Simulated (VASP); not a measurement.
Consider the following.

```xyz
8
Lattice="0.0000 3.2073 3.2073 3.2073 0.0000 3.2073 12.8348 12.8348 -0.0055" Properties=species:S:1:pos:R:3 pbc="T T T"
In    12.7449    12.7449     0.0845
In     3.1758     3.1758     0.0316
In     9.6522     9.6522     6.3845
In    12.9247    12.9247     6.3193
Sb     1.5506     1.5506     1.6567
Sb     4.8176     4.8176     1.5971
Sb     8.0839     8.0839     1.5381
As    11.2204    11.2204     1.6089
```

All values below come from PBEsol GGA, VASP's PBE PAW potentials (set 64) (plane waves; VASP). Numerical set-up: 400 eV cut-off, 9×9×3 Γ-centred mesh, tetrahedra with Blöchl corrections, potentials In_d Sb As.

The cores are frozen, which limits the accuracy of field gradients.

Question: Give the principal components of the electric field gradient (V/Å²) and the asymmetry η at each nucleus.

Answer: 
```
atom    Vxx    Vyy    Vzz     η
----  -----  -----  -----  ----
In1     5.5    5.5  -11.1  0.00
In2    -2.3   -2.3    4.6  0.00
In3    -4.9   -4.9    9.9  0.00
In4     6.1    6.1  -12.1  0.00
Sb5   -14.6  -14.6   29.1  0.00
Sb6   -12.5  -12.5   25.1  0.00
Sb7    -7.7   -7.7   15.4  0.00
As8    23.0   23.0  -46.0  0.00
```

The structure was generated: In4AsSb3 was put into an ordered model structure (R3m), which need not be its known phase. It was relaxed first.
